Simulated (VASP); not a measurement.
Crystal: BaMgAsF.

```
Ba As Mg F
1.0
     4.38550    0.00000    0.00000
     0.00000    4.38550    0.00000
     0.00000    0.00000    9.59180
Ba As Mg F
2 2 2 2
Direct
  0.50000 0.00000 0.15470
  0.00000 0.50000 0.84530
  0.50000 0.00000 0.66100
  0.00000 0.50000 0.33900
  0.50000 0.50000 0.50000
  0.00000 0.00000 0.50000
  0.50000 0.50000 0.00000
  0.00000 0.00000 0.00000
```

The cell comes from a database or a generator and needn't be the stable form of this composition.

```yaml
Program: VASP 6.6.1
Task: relaxation of cell and atoms
Functional: RPBE
Potentials_or_basis: VASP PAW PBE potentials, release 64 (Ba_sv, As, Mg, F)
Cutoff: 600 eV
k_mesh: 6 × 6 × 4
Occupations: gaussian, width 0.03 eV
Spin: no spin polarisation
```

At the start: pressure 3.9 GPa; volume 23.06 Å³/atom.

Q: How do energy, volume and symmetry change on relaxing?

A: Over 10 steps the energy falls by 21.3 meV/atom and the volume is 24.91 Å³/atom (+8.0 %); space group P4/nmm (No. 129, to 0.05 Å).

Step by step:
| step | energy change (eV) | largest force (eV/Å) | pressure (GPa) | volume (Å³) |
| --- | --- | --- | --- | --- |
| 1 | 0.0000 | 0.4042 | 3.90 | 184.48 |
| 2 | -0.1561 | 0.2453 | -0.43 | 199.87 |
| 3 | -0.1593 | 0.2014 | 0.05 | 197.79 |
| 4 | -0.1593 | 0.2074 | -0.01 | 198.06 |
| 5 | -0.1637 | 0.1597 | -0.03 | 198.45 |
| 6 | -0.1698 | 0.0265 | -0.06 | 199.51 |
| 7 | -0.1700 | 0.0328 | -0.07 | 199.69 |
| 8 | -0.1702 | 0.0247 | 0.04 | 199.18 |
| 9 | -0.1702 | 0.0245 | 0.04 | 199.17 |
| 10 | -0.1703 | 0.0015 | 0.00 | 199.27 |

Final structure:
```
Ba As Mg F
1.0
     4.48000    0.00000    0.00000
     0.00000    4.48000    0.00000
     0.00000    0.00000    9.92879
Ba As Mg F
2 2 2 2
Direct
  0.50000 0.00000 0.15668
  0.00000 0.50000 0.84332
  0.50000 0.00000 0.65744
  0.00000 0.50000 0.34256
  0.50000 0.50000 0.50000
  0.00000 0.00000 0.50000
  0.50000 0.50000 0.00000
  0.00000 0.00000 0.00000
```

Caveat: the PAW data sets were made with another functional, which shifts forces and pressure a little.
